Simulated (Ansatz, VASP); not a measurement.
# Cross-check of InAs between VASP and Ansatz

Aim: how closely do two programs agree when they are given the same cell, functional and k mesh? The cell is taken from a series of runs on this material, whose earlier steps may have relaxed, scaled, displaced or heated it; both programs get it as it stands.

Program: Ansatz 0.2.0. Level of theory: plane waves, with VASP 6.6.1 beside it; zone-centre phonons at LDA. Results are calculated unless marked as measured.

### 1. Set-up

Symmetry: R3m, No. 160, trigonal system. The conventional cell has a = 4.218 Å, b = 4.218 Å, c = 10.504 Å, α = 90.00°, β = 90.00°, γ = 120.00°. As has 4 In at 2.59 to 2.61 Å nearest. Nearest to In lie 4 As at 2.59 to 2.61 Å. Farther neighbours are not listed.

### 2. Ansatz: zone-centre phonons, LDA

Ansatz runs on its PAW soft_1 files.

Second derivatives magnify differences that forces hide, and they need a tight electronic threshold.

Contents of input.yaml:

```yaml
crystal:
  lattice:
    - [0.0329500306, 3.0157325623, 3.0157325623]
    - [3.0157325623, 0.0329500306, 3.0157325623]
    - [3.0157325623, 3.0157325623, 0.0329500306]
  atoms:
    - { symbol: As, position: [0.7509546859, 0.7509546859, 0.7509546859] }
    - { symbol: In, position: [-0.0009546859, -0.0009546859, -0.0009546859] }
kpoints:
  mp_grid: { grid: [12, 12, 12] }
hamiltonian:
  xc: lda
  pseudopotentials: { kind: paw, azcp: { folder: soft_1 }, xc_functional: pbe }
scf:
  occupations: { method: methfessel_paxton, width: 0.2 }
output:
  eigenvalues: true
phonons:
  method: dfpt
```

Run with:

```
$ ansatz run input.yaml --threads 4 --pin off --max-ram 10240MiB --backend cpu --events-out ev --progress --plain --runs-dir out
```

Numbers of over 12 decimals in the logs are rounded to 6 here.

What it wrote:

```text
Engine: ansatz 0.2.0, aarch64-unknown-linux-gnu
Pseudopotentials: kind: paw
Pseudopotential: As, paw, valence charge 15, recommended cutoff 420 eV (normal), soft_1/As.paw.azcp
Pseudopotential: In, paw, valence charge 13, recommended cutoff 420 eV (normal), soft_1/In.paw.azcp
Functional definition: SPW92
  exchange = slater_x
  correlation = pw_c
Crystal: 2 atoms, lattice volume = 53.955 Å³
Basis set: ecut = 420 eV, 1055 PW (Γ), exchange–correlation on 60×60×60 points (8 copies of the dense FFT grid, shifted against one another)
Bands: 18, of which v1, the nominal top of the filled ones, is band 14 counted from 1 (13 counted from 0)
Symmetry: 6 space group operations
k-points: 476 of 1728 (irreducible under 2 space group operations, time reversal used)
Non-local potential: As, projectors of the file, l = 0: 2, l = 1: 2, l = 2: 3, l = 3: 1
Non-local potential: In, projectors of the file, l = 0: 2, l = 1: 2, l = 2: 2, l = 3: 1
PAW form: soft (Blöchl's): semilocal exchange-correlation on the pseudo side does not see the compensation charge
PAW frozen core: As, regenerated for the run's functional, and the local potential with it (the file was generated under x = pbe(κ = 0.804, μ = 0.219515), c = pbe(β = 0.066725))
PAW frozen core: In, regenerated for the run's functional, and the local potential with it (the file was generated under x = pbe(κ = 0.804, μ = 0.219515), c = pbe(β = 0.066725))
PAW one-centre angular grid: As, 590 points (default); XC on 64 Gauss nodes
PAW one-centre angular grid: In, 590 points (default); XC on 64 Gauss nodes
Initial density: superposition of atomic densities (chi_scale 0.1, normalization cell, long waves kept (reshape's long-wave potential 0.00 eV rms))
Initial wavefunctions: pseudopotential atomic-orbital guess
Functional: x = slater, c = lda
SCF iter   1: F=—  HF=-10231.428841 eV  |F-HF|=—  |Δ(HF+E_count)|=         —  Δρ=2.86e-2  dr2=3.93e-1  ethr=3.10e-3  ⟨swp⟩=5.3  Hψ=43934  notcnv=0
preconditioner: auto → none  [insulator: Δε(μ)=0.820 eV  Ē_g=14.769 eV  σ=0.200 eV  W_gap=0.58  n_scr=14 (ndim 8)  ℏωp=21.4 eV  f_vac=0.005  D(μ)=0.05/eV (n_scr^D=0)  ε∞_Penn≈3.1]
SCF iter   2: F=—  HF=-10231.315889 eV  |F-HF|=—  |Δ(HF+E_count)|=   1.13e-1  S|Δr|=    0.00e0  Δρ=1.26e-2  dr2=6.34e-2  ethr=1.40e-3  ⟨swp⟩=2.0  Hψ=14212  notcnv=0
SCF iter   3: F=—  HF=-10231.301278 eV  |F-HF|=—  |Δ(HF+E_count)|=   1.46e-2  S|Δr|=    0.00e0  Δρ=2.56e-3  dr2=7.64e-3  ethr=2.26e-4  ⟨swp⟩=2.4  Hψ=15880  notcnv=0
SCF iter   4: F=—  HF=-10231.297903 eV  |F-HF|=—  |Δ(HF+E_count)|=   3.38e-3  S|Δr|=    0.00e0  Δρ=6.82e-4  dr2=1.23e-4  ethr=2.73e-5  ⟨swp⟩=2.0  Hψ=15233  notcnv=0
SCF iter   5: F=—  HF=-10231.297927 eV  |F-HF|=—  |Δ(HF+E_count)|=   2.42e-5  S|Δr|=    0.00e0  Δρ=1.81e-4  dr2=6.13e-6  ethr=4.38e-7  ⟨swp⟩=3.0  Hψ=15242  notcnv=0
SCF iter   6: F=—  HF=-10231.297932 eV  |F-HF|=—  |Δ(HF+E_count)|=   5.09e-6  S|Δr|=    0.00e0  Δρ=1.84e-5  dr2=1.52e-7  ethr=2.19e-8  ⟨swp⟩=2.2  Hψ=15308  notcnv=0
SCF iter   7: F=—  HF=-10231.297931 eV  |F-HF|=—  |Δ(HF+E_count)|=   7.86e-7  S|Δr|=    0.00e0  Δρ=6.36e-6  dr2=2.57e-8  ethr=5.42e-10  ⟨swp⟩=2.0  Hψ=15233  notcnv=0
SCF iter   8: F=—  HF=-10231.297931 eV  |F-HF|=—  |Δ(HF+E_count)|=   1.08e-8  S|Δr|=    0.00e0  Δρ=5.76e-7  dr2=6.48e-11  ethr=9.19e-11  ⟨swp⟩=2.0  Hψ=12780  notcnv=0
SCF iter   9: F=-10231.297931 eV  HF=-10231.297931 eV  |F-HF|=3.64e-12  |Δ(HF+E_count)|=  1.82e-12  S|Δr|=    0.00e0  Δρ=8.73e-8  dr2=2.69e-12  ethr=1.00e-12  ⟨swp⟩=6.0  Hψ=38581  notcnv=0
SCF 1 converged in 9 iterations: F = -10231.297931 eV  dr2 = 2.69e-12
  greatest PAW one-centre occupation: 0.999 electrons in one spin orbital (limit 2), on the As atom at site 0 (counted from 0), in its partial waves of l = 2
DFPT response loops at Γ: preconditioner auto → Kerker (q_TF=auto, 2.446 Å⁻¹) (partly filled bands, converged f_vac=0.080); β = 1.00, the filter's whole step (`scf.mixing.beta` (0.50) is not read by the response loops under this deck's `scf.mixing.preconditioner`; to damp them name `kerker` or `kerker_dos`, under which they read `scf.mixing.beta`, and type it under 1.00, their step now; both keys bind the ground state too); Broyden in place of MSR1
SCF converged after 9 iterations
Stability not checked: this state was not tested for a lower state beside it, because cold or Methfessel-Paxton smearing, or corrected tetrahedra, fill the levels in a way that the test cannot read (fill_not_monotonic; see scf.lower_state_search)
Free energy (F): -10231.297931 eV
Harris-Foulkes:  -10231.297931 eV  (|F-HF|=3.64e-12)
Internal energy: -10231.298320 eV  (E = F + TS)
E sigma→0 (E₀):  -10231.298028 eV
Entropy (-TS):   0.000389 eV (0.194 meV/atom)
Fermi energy:    7.742435 eV
Step filling:    the computed levels leave a gap of 0.0000 eV = 0.0 smearing widths at the electron count; against every level under it full and every level over it empty, smearing changes F+E_penalty+E_count by +0.148 meV and its σ→0 estimate by +0.051 meV
--- Per-component energies (eV) ---
  E_band       = -319.522896
  E_kinetic    = 319.062477
  E_local      = -3453.280466  (includes V_loc(G=0)·N_el)
  E_nonlocal   = -59.445274
  E_hartree    = 1718.257707
  E_xc         = -212.600052
  E_vxc        = -165.020168  (∫ρ·V_xc dr)
  E_paw        = -6001.896325  (= ΣΔE_a)
  E_vpaw       = -397.354875  (= ΣTr[D̂ρ^β])
  E_aug_tail   = 0.000076  (compensation charges beyond the density's cutoff)
  E_ewald      = -2543.756225
  E_core_change = 2.359764  (= ΣΔE_core)
  E_smearing   = 0.000389  (= −TS)
  E_closure    = -0.000000  (closes the sum)
  Σ components = -10231.297931   (vs F -10231.297931, Δ=0.00e0)
--- Band table (eV; the first three rows and the last of 476) ---
  k-point 0: bands = [... 10 lower, -4.4126, 7.3575, 7.6077, 7.7240, 7.7240, 11.4294, 11.5866, 11.5866]
  k-point 1: bands = [... 10 lower, -4.3352, 6.3560, 7.5214, 7.6252, 8.4405, 11.5678, 11.6132, 11.7251]
  k-point 2: bands = [... 10 lower, -4.1120, 5.1061, 7.2872, 7.3865, 8.8246, 11.8879, 11.9965, 12.0345]
  k-point 475: bands = [... 10 lower, -2.9113, 1.6761, 6.7183, 6.7183, 8.6644, 12.4018, 12.4018, 14.4529]
--- Phonons (Γ-DFPT): 2 representative perturbations + reference, on 476 of 1728 k-points (Σ response iterations 7) ---
  k mesh reduced under 2 symmetry operations, with k and −k counted as one. Each operation leaves every solved perturbation unchanged. A smaller set is not used because it would not reduce the number of displacements times k-points to solve
  ASR residual: 6.773e-5 → 0.000e0 eV/Å²; symmetrization residual: 1.562e-5 eV/Å²
  ASR residual per site (eV/Å²): 6.77e-5 3.28e-5
  Γ frequencies (cm⁻¹): 0.00 0.00 0.00 217.51 218.26 218.26
  non-analytic LO–TO correction: not included (Born effective charges unavailable; polar crystals: no LO–TO splitting at Γ)
```

The column dr2 measures how far the density is from self-consistency, as an energy; F and HF (Harris–Foulkes) agree once it is small.

### 3. VASP: zone-centre phonons, LDA

The same cell, functional (in two slightly different forms), mesh and smearing now go to VASP, with its own data sets.

Lines of VASP's logs that name or quote its potential files are left out, and so is its time.

Contents of INCAR:

```
SYSTEM = InAs
PREC = Accurate
ENCUT = 500
EDIFF = 1E-08
NELM = 120
ISMEAR = 1
SIGMA = 0.2
LREAL = .FALSE.
ALGO = Normal
GGA = CA
NBANDS = 15
LORBIT = 11
LWAVE = .FALSE.
LCHARG = .FALSE.
ISIF = 2
IBRION = 8
LASPH = .TRUE.
GGA_COMPAT = .FALSE.
KPAR = 2
```

Contents of POSCAR:

```
InAs
1.0
    0.0329500306      3.0157325623      3.0157325623
    3.0157325623      0.0329500306      3.0157325623
    3.0157325623      3.0157325623      0.0329500306
As In
1 1
Direct
    0.7509546859      0.7509546859      0.7509546859
    0.9990453141      0.9990453141      0.9990453141
```

Contents of KPOINTS:

```
Automatic mesh
0
Gamma
12 12 12
0 0 0
```

Potentials, in the order of the species: As and In_d (LDA family, release 64).

Run with:

```
$ mpirun -np 2 vasp_std
```

What it wrote:

```text
[banner, memory and clock lines left out]
running    2 mpi-ranks, on    1 nodes
 distrk:  each k-point on    1 cores,    2 groups
 distr:  one band on    1 cores,    1 groups

 POSCAR found type information on POSCAR AsIn
 POSCAR found :  2 types and       2 ions
 LDA part: xc-table for (Slater(with rela. corr.)+CA(PZ))
 , standard interpolation
 POSCAR, INCAR and KPOINTS ok, starting setup
 FFT: planning ... GRIDC
 FFT: planning ... GRID_SOFT
 FFT: planning ... GRID
 WAVECAR not read
 entering main loop
       N       E                     dE             d eps       ncg     rms          rms(c)
DAV:   1     0.111166662046E+03    0.11117E+03   -0.81759E+03  5705   0.126E+03
DAV:   2    -0.162199119273E+01   -0.11279E+03   -0.10870E+03  6223   0.302E+02
DAV:   3    -0.914814714695E+01   -0.75262E+01   -0.74876E+01  7322   0.791E+01
DAV:   4    -0.933992776648E+01   -0.19178E+00   -0.19172E+00  6969   0.141E+01
DAV:   5    -0.934814135392E+01   -0.82136E-02   -0.82134E-02  8577   0.247E+00    0.488E+00
DAV:   6    -0.906854130695E+01    0.27960E+00   -0.38661E-01  8903   0.114E+01    0.269E+00
DAV:   7    -0.902786499065E+01    0.40676E-01   -0.11564E-01  7962   0.325E+00    0.689E-01
DAV:   8    -0.902449558979E+01    0.33694E-02   -0.12414E-02  7592   0.137E+00    0.240E-01
DAV:   9    -0.902437400282E+01    0.12159E-03   -0.79975E-04  7212   0.251E-01    0.151E-01
DAV:  10    -0.902439416863E+01   -0.20166E-04   -0.12499E-04  8776   0.199E-01    0.721E-02
DAV:  11    -0.902439706715E+01   -0.28985E-05   -0.37885E-05  8749   0.121E-01    0.452E-02
DAV:  12    -0.902439473799E+01    0.23292E-05   -0.51518E-06  8523   0.309E-02    0.676E-03
DAV:  13    -0.902439479123E+01   -0.53244E-07   -0.70252E-07  7154   0.512E-03    0.113E-03
DAV:  14    -0.902439478561E+01    0.56152E-08   -0.26017E-08  7344   0.229E-03
   1 F= -.90243948E+01 E0= -.90245245E+01  d E =0.389077E-03
 Linear response reoptimize wavefunctions to high precision
DAV:   1    -0.902439478576E+01   -0.14575E-09   -0.38659E-09  6103   0.108E-03
DAV:   2    -0.902439478586E+01   -0.94815E-10   -0.94832E-10  4161   0.247E-04
 Linear response DOF=           2
 Linear response progress:
  Degree of freedom:   1/  2
       N       E                     dE             d eps       ncg     rms          rms(c)
RMM:   1    -0.475379879893E-01   -0.47538E-01    0.64488E-02 29976   0.160E+00
RMM:   2    -0.452947090395E-01    0.22433E-02    0.15940E-03 22476   0.592E-01    0.112E-01
RMM:   3    -0.460031176905E-01   -0.70841E-03   -0.20307E-03 26234   0.253E-01    0.477E-02
RMM:   4    -0.461725927061E-01   -0.16948E-03   -0.15813E-04 26803   0.845E-02    0.108E-02
RMM:   5    -0.462033428196E-01   -0.30750E-04   -0.18021E-05 27751   0.314E-02    0.496E-03
RMM:   6    -0.461872193361E-01    0.16123E-04   -0.19185E-06 26980   0.851E-03    0.160E-03
RMM:   7    -0.461858964443E-01    0.13229E-05   -0.24543E-07 29564   0.280E-03    0.116E-03
RMM:   8    -0.461861332728E-01   -0.23683E-06   -0.46787E-08 28450   0.115E-03    0.751E-04
RMM:   9    -0.461867640819E-01   -0.63081E-06   -0.73788E-09 26812   0.429E-04    0.862E-05
RMM:  10    -0.461868826126E-01   -0.11853E-06    0.18850E-08 29250   0.179E-04    0.826E-05
RMM:  11    -0.461868727555E-01    0.98571E-08   -0.47351E-08 30730   0.738E-05    0.256E-05
 first order change of Fermi-energy   0.54990E+00
 force on displaced ion       1 direction 1 :  -7.996   0.017   0.017
 Linear response progress:
  Degree of freedom:   2/  2
       N       E                     dE             d eps       ncg     rms          rms(c)
RMM:   1    -0.235274839634E+00   -0.23527E+00   -0.83019E-02 19277   0.497E+00
RMM:   2    -0.237783770380E+00   -0.25089E-02   -0.13930E-02 24272   0.106E+00    0.801E-02
RMM:   3    -0.237763946831E+00    0.19824E-04   -0.16214E-03 26392   0.330E-01    0.394E-02
RMM:   4    -0.237587752836E+00    0.17619E-03   -0.15475E-04 26917   0.109E-01    0.205E-02
RMM:   5    -0.237548866204E+00    0.38887E-04   -0.30215E-05 28263   0.404E-02    0.781E-03
RMM:   6    -0.237549133259E+00   -0.26705E-06    0.35053E-06 28139   0.134E-02    0.192E-03
RMM:   7    -0.237559234722E+00   -0.10101E-04    0.16687E-06 28427   0.398E-03    0.707E-04
RMM:   8    -0.237558678023E+00    0.55670E-06    0.80848E-07 28429   0.169E-03    0.426E-04
RMM:   9    -0.237557938444E+00    0.73958E-06    0.11638E-06 28818   0.749E-04    0.986E-05
RMM:  10    -0.237557613852E+00    0.32459E-06    0.79553E-07 29106   0.316E-04    0.394E-05
RMM:  11    -0.237557518806E+00    0.95046E-07    0.48124E-07 29433   0.161E-04    0.121E-05
RMM:  12    -0.237557552516E+00   -0.33710E-07    0.29484E-07 30153   0.921E-05    0.661E-06
RMM:  13    -0.237557597369E+00   -0.44853E-07    0.13222E-07 30007   0.597E-05    0.775E-06
RMM:  14    -0.237557592636E+00    0.47333E-08    0.77189E-08 31284   0.424E-05    0.551E-06
 first order change of Fermi-energy  -0.54927E+00
 force on displaced ion       2 direction 1 :  -7.991   0.017   0.017
 Linear response finished
```

OUTCAR, selected parts (step 3):

```text
ion  position               nearest neighbor table
   1  0.751  0.751  0.751-   2 2.59   2 2.59   2 2.59   2 2.61
   2  0.999  0.999  0.999-   1 2.59   1 2.59   1 2.59   1 2.61

  LATTYP: Found a trigonal (rhomboedric) cell.
 ALAT       =     4.2650171722
 COS(alpha) =     0.5108955503

 Subroutine GETGRP returns: Found  6 space group operations
 (whereof  6 operations were pure point group operations)

The static configuration has the point symmetry C_3v.

 Found    189 irreducible k-points:

   k-points           NKPTS =    189   k-points in BZ     NKDIM =    189   number of bands    NBANDS=     15

   dimension x,y,z NGX =    32 NGY =   32 NGZ =   32
   dimension x,y,z NGXF=    64 NGYF=   64 NGZF=   64

   ENCUT  =  500.0 eV  36.75 Ry    6.06 a.u.   7.78  7.78  7.78*2*pi/ulx,y,z

   NELECT =      18.0000    total number of electrons

 k-points in reciprocal lattice and weights: Automatic mesh
   0.00000000  0.00000000  0.00000000       0.001
   0.08333333  0.00000000  0.00000000       0.003
   0.16666667  0.00000000  0.00000000       0.003
   0.25000000 -0.00000000 -0.00000000       0.003
   0.33333333 -0.00000000 -0.00000000       0.003
   0.41666667  0.00000000 -0.00000000       0.003
   0.50000000 -0.00000000 -0.00000000       0.002
   0.08333333  0.08333333  0.00000000       0.003
   0.16666667  0.08333333 -0.00000000       0.007
[...]
-0.41666667  0.50000000  0.41666667       0.003
   0.50000000  0.50000000  0.50000000       0.001

 average (electrostatic) potential at core
       1 -52.8873       2 -95.8960

  Total        0.3440090      0.3440090      0.3440090     -0.1424462     -0.1424462     -0.1424462
  in kB       10.2152326     10.2152326     10.2152326     -4.2298929     -4.2298929     -4.2298929
  external PRESSURE =      10.2152326 kB  Pullay stress =       0.0000000 kB

  energy-cutoff  :      500.00
  volume of cell :       53.96
      direct lattice vectors                 reciprocal lattice vectors
     0.032950031  3.015732562  3.015732562    -0.168539498  0.166717930  0.166717930
     3.015732562  0.032950031  3.015732562     0.166717930 -0.168539498  0.166717930
     3.015732562  3.015732562  0.032950031     0.166717930  0.166717930 -0.168539498

 POSITION                                       TOTAL-FORCE (eV/Angst)
 -----------------------------------------------------------------------------------
      4.55410      4.55410      4.55410         0.001451      0.001451      0.001451
      6.05863      6.05863      6.05863        -0.001451     -0.001451     -0.001451
 -----------------------------------------------------------------------------------
    total drift:                                0.000023      0.000023      0.000023

 Eigenvectors and eigenvalues of the dynamical matrix
 ----------------------------------------------------

   1 f  =    6.571204 THz    41.288093 2PiTHz  219.191773 cm-1    27.176304 meV
             X         Y         Z           dx          dy          dz
      4.554101  4.554101  4.554101    -0.484483    0.598046   -0.113563
      6.058626  6.058626  6.058626     0.391242   -0.482949    0.091707

   2 f  =    6.571204 THz    41.288093 2PiTHz  219.191773 cm-1    27.176304 meV
             X         Y         Z           dx          dy          dz
      4.554101  4.554101  4.554101     0.410847    0.214151   -0.624999
      6.058626  6.058626  6.058626    -0.331778   -0.172937    0.504714

   3 f  =    6.550723 THz    41.159407 2PiTHz  218.508603 cm-1    27.091602 meV
             X         Y         Z           dx          dy          dz
      4.554101  4.554101  4.554101     0.449185    0.449185    0.449185
      6.058626  6.058626  6.058626    -0.362721   -0.362721   -0.362721

   4 f/i=    0.000956 THz     0.006009 2PiTHz    0.031899 cm-1     0.003955 meV
             X         Y         Z           dx          dy          dz
      4.554101  4.554101  4.554101    -0.509185    0.200665    0.308520
      6.058626  6.058626  6.058626    -0.630535    0.248488    0.382047

   5 f/i=    0.000956 THz     0.006009 2PiTHz    0.031899 cm-1     0.003955 meV
             X         Y         Z           dx          dy          dz
      4.554101  4.554101  4.554101     0.062270   -0.472102    0.409832
      6.058626  6.058626  6.058626     0.077110   -0.584614    0.507504

   6 f/i=    0.001096 THz     0.006886 2PiTHz    0.036556 cm-1     0.004532 meV
             X         Y         Z           dx          dy          dz
      4.554101  4.554101  4.554101     0.362721    0.362721    0.362721
      6.058626  6.058626  6.058626     0.449185    0.449185    0.449185

 ELASTIC MODULI CONTR FROM IONIC RELAXATION (kBar)
 Direction    XX          YY          ZZ          XY          YZ          ZX
 --------------------------------------------------------------------------------
 XX          -0.5804     -0.5612     -0.5612      5.8328      8.1915      5.9841
 YY          -0.5612     -0.5804     -0.5612      5.9841      5.8328      8.1915
 ZZ          -0.5612     -0.5612     -0.5804      8.1915      5.9841      5.8328
 XY           5.8328      5.9841      8.1915   -260.1097     12.4951     12.4951
 YZ           8.1915      5.8328      5.9841     12.4951   -260.1097     12.4951
 ZX           5.9841      8.1915      5.8328     12.4951     12.4951   -260.1097
 --------------------------------------------------------------------------------
```

### 4. Differences

Known differences besides the potentials themselves: the two LDA forms differ slightly; the data sets hold 28 valence electrons in Ansatz (on its PAW soft_1 files) and 18 in VASP; the cutoff is 420 eV in Ansatz and 500 eV in VASP; VASP's log shows a relativistic correction to its local exchange, Ansatz's none. Total energies have different zeros and are not compared.

Compared:

```
                  quantity  Ansatz   VASP  difference
     optical mode 1 (cm⁻¹)   217.5  218.5     -0.46 %
optical mode 2 to 3 (cm⁻¹)   218.3  219.2     -0.43 %
```

Modes are paired by rising frequency, not by their patterns, so a pair may set unlike modes beside each other; they are those without the splitting of longitudinal modes.

### 5. Summary of results

| Quantity | Value |
| --- | --- |
| r.m.s. difference of the optical zone-centre modes, each program's sorted by frequency (zone-centre phonons, LDA) | 0.95 cm⁻¹ |

**Reading.** The r.m.s. difference of the optical zone-centre modes, each program's sorted by frequency is 0.95 cm⁻¹ (zone-centre phonons, LDA). The data sets hold unlike numbers of valence electrons (28 in Ansatz and 18 in VASP), so part of the differences comes from the potentials. Such differences can come from data sets, numerical settings and the points named under the comparisons, not from the functional's error against experiment.

[Lines on the potential files, build, host, timing and source positions are cut from VASP's logs without a mark.]

[Logs are printed without paths, hosts, clocks, repeated set-up lines and the standing remarks that a program may print on its own settings, such as how far it seeks lower states.]

[Hosts, paths, dates, database ids (printed as entryN), source tags and the programs' standing remarks are cut or masked in the printed files.]
